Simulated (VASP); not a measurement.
Computed with PBE GGA, VASP's PBE PAW potentials (set 64) (plane waves; VASP).

Input for VASP

### INCAR
```
ALGO = Normal
EDIFF = 1E-6
ENCUT = 300
GGA = PE
ISIF = 2
ISMEAR = -1
ISPIN = 2
LASPH = .True.
LCHARG = .False.
LMAXMIX = 4
LORBIT = 11
LREAL = .False.
LWAVE = .False.
MAGMOM = 3.0 3*0.5
NELM = 100
PREC = Accurate
SIGMA = 0.05
SYSTEM = Ni3Fe
```

File POSCAR:
```
Ni3Fe
1
    3.5876300000     0.0000000000     0.0000000000
    0.0000000000     3.5876300000     0.0000000000
    0.0000000000     0.0000000000     3.5876300000
Fe Ni
1 3
Direct
  0.0000000000   0.0000000000   0.0000000000
  0.0000000000   0.5000000000   0.5000000000
  0.5000000000   0.0000000000   0.5000000000
  0.5000000000   0.5000000000   0.0000000000
```

File KPOINTS:
```
kpoints
0
G
7 7 7
0 0 0
```

POTCAR, in this order: Fe Ni (PBE.64 set). Program: vasp_std.

At this cut-off the stress carries a Pulay error, which pulls relaxed volumes low.

Task: Estimate the energy per atom (σ→0), cell moment, pressure, band gap (on the k-mesh).

Result: 
```yaml
energy per atom (σ→0): -6.250 eV/atom
cell_moment: 4.96 μB
band gap (on the k-mesh): none (metal, semimetal or under 0.01 eV)
pressure: -6.50 GPa
```

**OSZICAR**
```
...
DAV:  12    -0.250142311366E+02   -0.20047E-02   -0.64450E-03  2208   0.173E+00    0.456E-01
DAV:  13    -0.250143438646E+02   -0.11273E-03   -0.31194E-03  2845   0.107E+00    0.850E-02
DAV:  14    -0.250144487524E+02   -0.10489E-03   -0.41537E-04  2490   0.204E-01    0.145E-01
DAV:  15    -0.250144250280E+02    0.23724E-04   -0.12794E-04  2418   0.302E-01    0.325E-02
DAV:  16    -0.250144307603E+02   -0.57323E-05   -0.15222E-05  2112   0.459E-02    0.340E-02
DAV:  17    -0.250144321914E+02   -0.14310E-05   -0.10020E-05  2198   0.798E-02    0.431E-03
DAV:  18    -0.250144320920E+02    0.99317E-07   -0.18242E-06  1370   0.128E-02
   1 F= -.25014432E+02 E0= -.25001680E+02  d E =-.255044E-01  mag=     4.9626
```

The structure is a typed Ni3Fe crystal (Pm-3m). The cell was not relaxed at this level.
